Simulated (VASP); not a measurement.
Output of a VASP run:

File OUTCAR:
```
 ion  position               nearest neighbor table
   1  0.250  0.750  0.500-   2 3.06   2 3.06   2 3.06   2 3.06
   2  0.000  0.000  0.000-   1 3.06   1 3.06   1 3.06   1 3.06
  LATTYP: Found a body centered tetragonal cell.
 ALAT       =     5.8993881042
 C/A-ratio  =     0.5437468572
 Subroutine PRICEL returns:
 Original cell was already a primitive cell.
 Subroutine GETGRP returns: Found 16 space group operations
The static configuration has the point symmetry D_2d.
 The point group associated with its full space group is D_4h.
The dynamic configuration has the point symmetry D_2d.
 Subroutine INISYM returns: Found 16 space group operations
 Subroutine IBZKPT returns following result:
 Found    196 irreducible k-points:

 Following reciprocal coordinates:
            Coordinates               Weight
  0.000000  0.000000  0.000000      1.000000
  0.076923 -0.000000  0.000000      8.000000
  0.153846  0.000000  0.000000      8.000000
  0.230769  0.000000 -0.000000      8.000000
  0.307692  0.000000  0.000000      8.000000
  0.384615 -0.000000  0.000000      8.000000
  0.461538  0.000000  0.000000      8.000000
  0.076923  0.076923  0.000000      8.000000
  0.153846  0.076923  0.000000     16.000000
  0.230769  0.076923 -0.000000     16.000000
  0.307692  0.076923  0.000000     16.000000
  0.384615  0.076923  0.000000     16.000000
  0.461538  0.076923  0.000000     16.000000
 -0.461538  0.076923 -0.000000     16.000000
 -0.384615  0.076923 -0.000000     16.000000
 -0.307692  0.076923 -0.000000     16.000000
 -0.230769  0.076923  0.000000     16.000000
 -0.153846  0.076923 -0.000000     16.000000
 -0.076923  0.076923  0.000000      4.000000
  0.153846  0.153846  0.000000      8.000000
  0.230769  0.153846 -0.000000     16.000000
  0.307692  0.153846  0.000000     16.000000
  0.384615  0.153846  0.000000     16.000000
  0.461538  0.153846 -0.000000     16.000000
 -0.461538  0.153846 -0.000000     16.000000
 -0.384615  0.153846 -0.000000     16.000000
 -0.307692  0.153846 -0.000000     16.000000
 -0.230769  0.153846  0.000000     16.000000
 -0.153846  0.153846  0.000000      4.000000
  0.230769  0.230769 -0.000000      8.000000
  0.307692  0.230769 -0.000000     16.000000
  0.384615  0.230769  0.000000     16.000000
  0.461538  0.230769  0.000000     16.000000
 -0.461538  0.230769 -0.000000     16.000000
 -0.384615  0.230769 -0.000000     16.000000
 -0.307692  0.230769 -0.000000     16.000000
 -0.230769  0.230769  0.000000      4.000000
  0.307692  0.307692  0.000000      8.000000
  0.384615  0.307692  0.000000     16.000000
  0.461538  0.307692  0.000000     16.000000
   k-points           NKPTS =    196   k-points in BZ     NKDIM =    196   number of bands    NBANDS=     18
   number of dos      NEDOS =    301   number of ions     NIONS =      2
   total plane-waves  NPLWV =  46656
   dimension x,y,z NGX =    36 NGY =   36 NGZ =   36
   dimension x,y,z NGXF=    72 NGYF=   72 NGZF=   72
   ions per type =               2
   PREC   = accura    normal or accurate (medium, high low for compatibility)
   ISTART =      0    job   : 0-new  1-cont  2-samecut
   ICHARG =      2    charge: 1-file 2-atom 10-const
   ISPIN  =      1    spin polarized calculation?
   LNONCOLLINEAR =      F non collinear calculations
   LSORBIT =      F    spin-orbit coupling
   INIWAV =      1    electr: 0-lowe 1-rand  2-diag
   ENCUT  =  520.0 eV  38.22 Ry    6.18 a.u.   8.31  8.31  8.31*2*pi/ulx,y,z
   NELM   =    100;   NELMIN=  2; NELMDL= -5     # of ELM steps
   EDIFF  = 0.1E-06   stopping-criterion for ELM
   LREAL  =      F    real-space projection
   NLSPLINE    = F    spline interpolate recip. space projectors
   LMAXMIX     =    4 max onsite mixed and CHGCAR
   VOSKOWN=      0    Vosko Wilk Nusair interpolation
   EDIFFG = -.1E-01   stopping-criterion for IOM
   NSW    =     30    number of steps for IOM
...
```

OSZICAR:
```
       N       E                     dE             d eps       ncg     rms          rms(c)
DAV:   1     0.208931490530E+03    0.20893E+03   -0.15070E+04  7060   0.240E+03
DAV:   2     0.165526723704E+02   -0.19238E+03   -0.19027E+03  7062   0.450E+02
DAV:   3    -0.105637882465E+01   -0.17609E+02   -0.17423E+02  8170   0.139E+02
DAV:   4    -0.159114521506E+01   -0.53477E+00   -0.53076E+00  8020   0.263E+01
DAV:   5    -0.161137953912E+01   -0.20234E-01   -0.20232E-01  9404   0.476E+00    0.220E+00
DAV:   6    -0.159232455342E+01    0.19055E-01   -0.42593E-02  9134   0.318E+00    0.121E+00
DAV:   7    -0.158818458735E+01    0.41400E-02   -0.23405E-02  9136   0.230E+00    0.176E-01
DAV:   8    -0.158811116455E+01    0.73423E-04   -0.21273E-03  8160   0.684E-01    0.360E-02
DAV:   9    -0.158812137840E+01   -0.10214E-04   -0.60196E-05  9044   0.825E-02    0.144E-02
DAV:  10    -0.158812161800E+01   -0.23960E-06   -0.82969E-06  8340   0.400E-02    0.180E-03
DAV:  11    -0.158812174093E+01   -0.12293E-06   -0.36654E-07  6764   0.846E-03    0.121E-03
DAV:  12    -0.158812157348E+01    0.16745E-06   -0.75928E-08  3936   0.338E-03    0.269E-04
DAV:  13    -0.158812159997E+01   -0.26490E-07   -0.13454E-08  3724   0.171E-03
   1 F= -.15881216E+01 E0= -.15880973E+01  d E =-.158812E+01
```

### OUTCAR
```
------------------------ aborting loop because EDIFF is reached ----------------------------------------
  FORCE on cell =-STRESS in cart. coord.  units (eV):
  Direction    XX          YY          ZZ          XY          YZ          ZX
  --------------------------------------------------------------------------------------
  Total       -0.5331643     -0.5331643     -0.5277102      0.0000000      0.0000000      0.0000000
  in kB      -15.3032603    -15.3032603    -15.1467136      0.0000000      0.0000000      0.0000000
  external PRESSURE =     -15.2510781 kB  Pullay stress =       0.0000000 kB
  volume of cell :       55.82
      direct lattice vectors                 reciprocal lattice vectors
    -2.949694052  2.949694052  1.603886870     0.000000000  0.169509105  0.311742685
     2.949694052 -2.949694052  1.603886870     0.169509105  0.000000000  0.311742685
     2.949694052  2.949694052 -1.603886870     0.169509105  0.169509105  0.000000000
 POSITION                                       TOTAL-FORCE (eV/Angst)
 -----------------------------------------------------------------------------------
      2.94969      0.00000      0.80194        -0.000000     -0.000000      0.000000
      0.00000      0.00000      0.00000         0.000000      0.000000     -0.000000
 -----------------------------------------------------------------------------------
    total drift:                               -0.000000     -0.000000      0.000000
  FREE ENERGIE OF THE ION-ELECTRON SYSTEM (eV)
  ---------------------------------------------------
  free  energy   TOTEN  =        -1.5881216000 eV

  energy  without entropy=       -1.5880488397  energy(sigma->0) =       -1.58809735

 reached required accuracy - stopping structural energy minimisation
```
(Selected blocks of OUTCAR.)

**POSCAR**
```
Sn
1
   -2.9496940521     2.9496940521     1.6038868704
    2.9496940521    -2.9496940521     1.6038868704
    2.9496940521     2.9496940521    -1.6038868704
Sn
2
Direct
  0.2500000000   0.7500000000   0.5000000000
  0.0000000000   0.0000000000   0.0000000000
```

Problem. Write an INCAR and KPOINTS that could have produced this output.

Solution. Several could match; the one computed here: the input of the run itself, vdW-DF-cx, plane waves, VASP's PBE PAW potentials (set 64).

### KPOINTS
```
Automatic mesh
0
Gamma
13 13 13
0 0 0
```

**INCAR**
```
SYSTEM = Sn
PREC = Accurate; ENCUT = 520; LREAL = .FALSE.
LASPH = .TRUE.
EDIFF = 1E-7; NELM = 100; ALGO = Normal
LMAXMIX = 4
ISMEAR = 1; SIGMA = 0.1
GGA = CX; LUSE_VDW = .TRUE.; AGGAC = 0.0
IBRION = 2; NSW = 30; ISIF = 4
EDIFFG = -0.01
LWAVE = .FALSE.; LCHARG = .FALSE.
```

POTCAR, in this order: Sn_d (PBE.64 set). Program: vasp_std.

The compound is Sn in the beta structure. This cell is one point of a volume scan, at 1.03 of the reference volume.
